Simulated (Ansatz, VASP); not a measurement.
## SbBr in VASP and in Ansatz

```xyz
2
Lattice="4.1703 0.0000 0.0000 0.0000 4.1703 0.0000 0.0000 0.0000 4.1703" Properties=species:S:1:pos:R:3 pbc="T T T"
Sb    0.0000    0.0000    0.0000
Br    2.0852    2.0852    2.0852
```

Alike in both runs: task single point; functional PBE; k mesh 4 × 4 × 4; occupations gaussian, width 0.1 eV; no spin polarisation.

|  | VASP | Ansatz |
| --- | --- | --- |
| version | VASP 6.6.1 | Ansatz 0.2.0 |
| potentials or method | VASP PAW PBE potentials, release 64 (Sb, Br) | scalar-relativistic, plane waves, PAW |
| plane-wave cutoff (eV) | 520 | 420 |
| valence electrons in the cell | 12 | 22 |

|  | VASP | Ansatz | Ansatz less VASP |
| --- | --- | --- | --- |
| gap on the k mesh at the Fermi level (eV) | none | none | - |
| pressure (GPa) | -6.5 | -6.5 | +0.03 |

A gap of «none» marks a metal or a gap that the smearing closes. The functional is the same, so the differences come from potentials, cutoffs and numerics. The two sets of potentials don't hold the same shells in valence.

Caveats: the k mesh is coarse (spacing up to 0.38 Å⁻¹), so the values aren't converged. Spin-orbit coupling is left out, which matters for the levels of Sb.
